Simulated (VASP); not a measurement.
VASP runs on TiSe2 (1T layered) share one base input (PBE GGA, plane waves, VASP's PBE PAW potentials (set 64)) and change the settings named in each case.

POSCAR:
```
TiSe2
1
    1.7700000000    -3.0657300000     0.0000000000
    1.7700000000     3.0657300000     0.0000000000
    0.0000000000     0.0000000000     6.0100000000
Ti Se
1 2
Direct
  0.0000000000   0.0000000000   0.0000000000
  0.3333330000   0.6666670000   0.2550000000
  0.6666670000   0.3333330000   0.7450000000
```

### KPOINTS
```
kpoints
0
Gamma
9 9 5
0 0 0
```

INCAR:
```
SYSTEM = TiSe2
PREC = Accurate
ENCUT = 400
EDIFF = 1E-6
NELM = 100
ALGO = Normal
LREAL = .FALSE.
LASPH = .TRUE.
ISMEAR = 1
SIGMA = 0.1
GGA = PE
LMAXMIX = 4
LWAVE = .FALSE.
LCHARG = .FALSE.
ISIF = 2
```

POTCAR, in this order: Ti_sv Se (PBE.64 set). Program: vasp_std.

| change | E(σ→0) (eV/atom) | pressure (GPa) | −TS (eV) | irreducible k-points |
|---|---|---|---|---|
| base run | -6.0588 | 1.17 | -0.0005 | 50 |
| KPOINTS 1×1×1 Γ-centred mesh | -1.6595 | 40.56 | -0.0330 | 1 |
| KPOINTS 4×4×2 Γ-centred mesh | -6.0246 | 1.07 | -0.0022 | 8 |
| KPOINTS 5×5×3 Γ-centred mesh | -6.0459 | 1.05 | 0.0008 | 12 |
| KPOINTS 8×8×4 Γ-centred mesh | -6.0581 | 1.10 | -0.0015 | 35 |
| KPOINTS 12×12×7 Γ-centred mesh | -6.0580 | 1.25 | 0.0003 | 112 |
| KPOINTS 14×14×8 Γ-centred mesh | -6.0575 | 1.26 | 0.0002 | 168 |
| KPOINTS 15×15×8 Γ-centred mesh | -6.0573 | 1.26 | 0.0002 | 192 |

Left out are runs that ran out of time, are held back, or changed the cell or the kind of run, fixed moments of cells without a moment, rows past the twelfth, gaps on odd meshes, pressures of charged cells and columns that move by less than the noise.

The compound is TiSe2 in the 1T layered structure. The cell was not relaxed at this level.
